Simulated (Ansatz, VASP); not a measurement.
**Two plane-wave programs on Sn2Ir**

Contents of INCAR:

```
SYSTEM = Sn2Ir
  PREC = Accurate
  ENCUT = 520
  EDIFF = 1E-8
  ISMEAR = -1
  SIGMA = 0.03
  LREAL = .FALSE.
  LASPH = .TRUE.
  NELM = 80
  ALGO = Normal
  ISIF = 2
  LWAVE = .FALSE.
  LCHARG = .FALSE.
  LEFG = .TRUE.
  NBANDS = 26
```

Contents of KPOINTS:

```
regular mesh
0
G
  10 10 10
  0 0 0
```

The input POSCAR:

```
Sn2Ir
1.0
    0.0000000000      3.2107021507      3.2107021507
    3.2107021507      0.0000000000      3.2107021507
    3.2107021507      3.2107021507      0.0000000000
Sn Ir
2 1
Direct
    0.2500000000      0.2500000000      0.2500000000
    0.7500000000      0.7500000000      0.7500000000
    0.0000000000      0.0000000000      0.0000000000
```

Input for Ansatz:

```yaml
crystal:
  lattice:
    - [0.0, 3.2107021507, 3.2107021507]
    - [3.2107021507, 0.0, 3.2107021507]
    - [3.2107021507, 3.2107021507, 0.0]
  atoms:
    - { symbol: Sn, position: [0.25, 0.25, 0.25] }
    - { symbol: Sn, position: [0.75, 0.75, 0.75] }
    - { symbol: Ir, position: [0.0, 0.0, 0.0] }
kpoints:
  mp_grid: { grid: [10, 10, 10] }
scf:
  occupations: { method: fermi_dirac, width: 0.03 }
hamiltonian:
  xc: lda
  pseudopotentials: { kind: paw }
output:
  forces: true
  stress: true
  eigenvalues: true
  efg: { contact_densities: true }
```

Change from the starting cell: volume scaled by 1.04, PAW files.

Alike in both runs: task electric field gradients; functional LDA; k mesh 10 × 10 × 10; occupations fermi-dirac, width 0.03 eV; no spin polarisation.

|  | VASP | Ansatz |
| --- | --- | --- |
| version | VASP 6.6.1 | Ansatz 0.2.0 |
| potentials or method | VASP PAW LDA potentials, release 64 (Sn_d, Ir) | PAW with Ansatz's default frozen-core files, scalar-relativistic |
| plane-wave cutoff (eV) | 520 | 420 |
| valence electrons in the cell | 37 | 45 |

VASP gave:

| Item | Value |
| --- | --- |
| pressure (GPa) | -6.3 |
| Vzz of the field gradient on the site that differs most (V/Å²) | 0.0 |

Q: Which values does Ansatz return?

A: Pressure (GPa): -6.5; Vzz of the field gradient on the site that differs most (V/Å²): 0.0.

The two sets of potentials don't hold the same shells in valence. Ansatz warned: «gradients_without_spin_orbit».

The runs have no spin-orbit coupling, so splittings on Ir are missing.
